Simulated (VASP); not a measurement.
Data:

```
MgBr2
1.0
    3.75800     0.00000     0.00000
   -1.87900     3.25453     0.00000
    0.00000     0.00000     6.08050
Mg Br
1 2
Direct
  0.00000   0.00000   0.00000
  0.33333   0.66667   0.24526
  0.66667   0.33333   0.75474
```

Computed with LDA (Ceperley-Alder, Perdew-Zunger), VASP's LDA PAW potentials (set 64) (plane waves; VASP 6.6.1). Run with 400 eV cut-off, Gaussian smearing of 0.050 eV, potentials Mg Br.

Problem. Give the energies of bands 3 to 11 at the high-symmetry points, in eV from the valence-band maximum.

Solution. 
```tsv
band	Γ	M	K	A	L	H
3	-3.90	-3.90	-3.56	-2.89	-4.00	-3.29
4	-0.68	-3.09	-2.66	-1.70	-3.60	-3.14
5	-0.68	-2.09	-2.66	-0.56	-1.36	-3.14
6	-0.21	-1.58	-2.02	-0.56	-1.20	-2.45
7	-0.21	-1.07	-1.44	-0.33	-0.94	-0.64
8	0.00	-0.61	-1.44	-0.33	-0.91	-0.64
9	4.17	5.17	5.52	5.55	5.07	6.67
10	5.65	6.43	8.65	5.71	6.12	7.12
11	8.75	6.69	8.65	8.53	7.06	7.12
```

The gap is direct, 4.17 eV, from the valence maximum at Γ to the conduction minimum at Γ.

The structure comes from a computed database's MgBr2 entry (P-3m1); how it stands against other phases isn't given here. It was relaxed first, which changed the volume by -10 %.
